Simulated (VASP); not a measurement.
VASP ran on this input.

File POSCAR:
```
NiSb
3.9515750
  0.4965427709  -0.8680121217   0.0000000000
  0.4965427709   0.8680121217   0.0000000000
  0.0000000000   0.0000000000   1.2877637398
Ni Sb
2 2
Cartesian
  0.0000000000   0.0000000000   0.6438818699
  0.0000000000   0.0000000000   0.0000000000
  0.4965427709   0.2893379526   0.3219409349
  0.5194701368  -0.2893379526   0.9658228048
```

KPOINTS:
```
Automatic mesh
0
Gamma
8 8 6
0 0 0
```

### INCAR
```
ISIF=2   ! forces and stress, cell fixed
SYSTEM=NiSb
ENCUT=400   ! plane-wave cut-off (eV)
LASPH=T   ! aspherical one-centre terms
GGA=PE   ! PBE
ALGO=Normal   ! blocked Davidson
LCHARG=F
LWAVE=F
PREC=Accurate
NELM=100
ISMEAR=-5   ! tetrahedra, Bloechl
LMAXMIX=4
LREAL=F
EDIFF=1E-6   ! SCF stop (eV)
```

POTCAR, in this order: Ni Sb (PBE.64 set). Program: vasp_std.

Problem. Write an equivalent input for Quantum ESPRESSO's pw.x.

Solution. One equivalent input (not run):
```
&CONTROL
  calculation = 'scf'
  pseudo_dir = './pseudo'
  outdir = './out'
  tprnfor = .true.
  tstress = .true.
/
&SYSTEM
  ibrav = 0
  nat = 4
  ntyp = 2
  ecutwfc = 98
  occupations = 'tetrahedra'
  input_dft = 'pbe'
/
&ELECTRONS
  conv_thr = 7.3e-08
  electron_maxstep = 100
/
ATOMIC_SPECIES
  Ni 58.693 Ni.upf
  Sb 121.760 Sb.upf
CELL_PARAMETERS angstrom
     1.9621260   -3.4300150    0.0000000
     1.9621260    3.4300150    0.0000000
     0.0000000    0.0000000    5.0886950
ATOMIC_POSITIONS crystal
  Ni   0.0000000  0.0000000  0.5000000
  Ni   0.0000000  0.0000000  0.0000000
  Sb   0.3333330  0.6666670  0.2500000
  Sb   0.6897540  0.3564200  0.7500000
K_POINTS automatic
  8 8 6 0 0 0
```
The two are equivalent in intent, not identical: the potentials are each code's own (VASP's PAW set, PseudoDojo norm-conserving files in pw.x), so ENCUT and ecutwfc are chosen apart and not converted; conv_thr bounds pw.x's estimated SCF error, while EDIFF bounds the energy change between steps.

The compound is NiSb in the NiAs type structure. The cell was not relaxed at this level, atoms are displaced from their ideal sites. The run is one of a series of settings (ISMEAR = -5, SIGMA removed against the base run), some of them coarse on purpose.
